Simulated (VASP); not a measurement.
Data:

```
HgTe
1.0
    0.00000     3.25770     3.25770
    3.25770     0.00000     3.25770
    3.25770     3.25770     0.00000
Hg Te
1 1
Direct
  0.00000   0.00000   0.00000
  0.25000   0.25000   0.25000
```

Level of theory: PBEsol GGA, VASP's PBE PAW potentials (set 64) (plane waves; VASP). Numerical set-up: 480 eV cut-off, 10×10×10 Γ-centred mesh, first-order Methfessel-Paxton smearing of 0.10 eV, potentials Hg Te.

Each row applies one change to this cell, which was relaxed at other settings and keeps the small stress of the first row; at a fixed cut-off the stress holds a Pulay part, so it need not integrate to ΔE exactly. Stress is in GPa, positive when the cell is compressed.

```json
[
 {"change": "none", "ΔE (meV/atom)": "0.0", "σxx": "0.00", "σyy": "0.00", "σzz": "0.00", "largest shear component, with its sign (GPa)": "0.00", "largest force (eV/Å)": "0.000"},
 {"change": "uniaxial strain of -0.5 % along y", "ΔE (meV/atom)": "0.2", "σxx": "0.19", "σyy": "0.26", "σzz": "0.19", "largest shear component, with its sign (GPa)": "0.00", "largest force (eV/Å)": "0.000"},
 {"change": "atom 1 (Hg) moved by -0.075 Å along y", "ΔE (meV/atom)": "4.9", "σxx": "0.12", "σyy": "0.03", "σzz": "0.12", "largest shear component, with its sign (GPa)": "-0.85", "largest force (eV/Å)": "0.258"},
 {"change": "atom 2 (Te) moved by -0.100 Å along z", "ΔE (meV/atom)": "8.6", "σxx": "0.21", "σyy": "0.21", "σzz": "0.06", "largest shear component, with its sign (GPa)": "1.13", "largest force (eV/Å)": "0.344"},
 {"change": "atom 1 (Hg) moved by 0.200 Å along z", "ΔE (meV/atom)": "?", "σxx": "?", "σyy": "?", "σzz": "?", "largest shear component, with its sign (GPa)": "?", "largest force (eV/Å)": "?"},
 {"change": "atom 1 (Hg) moved by -0.100 Å along y", "ΔE (meV/atom)": "8.6", "σxx": "0.21", "σyy": "0.06", "σzz": "0.21", "largest shear component, with its sign (GPa)": "-1.13", "largest force (eV/Å)": "0.344"},
 {"change": "atom 2 (Te) moved by 0.050 Å along y", "ΔE (meV/atom)": "?", "σxx": "?", "σyy": "?", "σzz": "?", "largest shear component, with its sign (GPa)": "?", "largest force (eV/Å)": "?"},
 {"change": "uniaxial strain of +0.5 % along z", "ΔE (meV/atom)": "0.1", "σxx": "-0.18", "σyy": "-0.18", "σzz": "-0.26", "largest shear component, with its sign (GPa)": "0.00", "largest force (eV/Å)": "0.000"}
]
```

### Question
Complete the blanks.

### Answer

- atom 2 (Te) moved by 0.050 Å along y, ΔE (meV/atom): 2.2
- atom 2 (Te) moved by 0.050 Å along y, σxx: 0.05
- atom 2 (Te) moved by 0.050 Å along y, σyy: 0.02
- atom 2 (Te) moved by 0.050 Å along y, σzz: 0.05
- atom 2 (Te) moved by 0.050 Å along y, largest shear component, with its sign (GPa): -0.56
- atom 2 (Te) moved by 0.050 Å along y, largest force (eV/Å): 0.172
- atom 1 (Hg) moved by 0.200 Å along z, ΔE (meV/atom): 34.2
- atom 1 (Hg) moved by 0.200 Å along z, σxx: 0.84
- atom 1 (Hg) moved by 0.200 Å along z, σyy: 0.84
- atom 1 (Hg) moved by 0.200 Å along z, σzz: 0.25
- atom 1 (Hg) moved by 0.200 Å along z, largest shear component, with its sign (GPa): 2.29
- atom 1 (Hg) moved by 0.200 Å along z, largest force (eV/Å): 0.679

Failed runs are left out, and for metals the shear rows, which the mesh's noise covers.

The compound is HgTe in the zinc blende structure.
